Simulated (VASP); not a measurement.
Here is the system:

```yaml
crystal:
  lattice:
    - [1.23000, -2.13042, 0.00000]
    - [1.23000, 2.13042, 0.00000]
    - [0.00000, 0.00000, 6.71000]
  atoms:
    - { symbol: C, position: [0.00000, 0.00000, 0.25000] }
    - { symbol: C, position: [0.00000, 0.00000, 0.75000] }
    - { symbol: C, position: [0.33333, 0.66667, 0.25000] }
    - { symbol: C, position: [0.66667, 0.33333, 0.75000] }
```

These are PBE GGA, VASP's PBE PAW potentials (set 64) (plane waves; VASP 6.6.1) values and carry that method's errors. Settings: 400 eV cut-off, 15×15×5 Γ-centred mesh, Gaussian smearing of 0.14 eV, potentials C.

At this cut-off the stress carries a Pulay error, which pulls relaxed volumes low.

Predict the energy per atom (σ→0), pressure, band gap (on the k-mesh) with the smallest direct gap where there is one.

```json
{
 "band gap (on the k-mesh)": "none (metal, semimetal or under 0.01 eV)",
 "energy per atom (σ→0)": "-9.218 eV/atom",
 "pressure": "13.7 kbar"
}
```

The absolute energy has meaning only against runs of the same code, potentials and settings.

The structure is a typed C crystal (P6_3/mmc). The cell was not relaxed at this level.
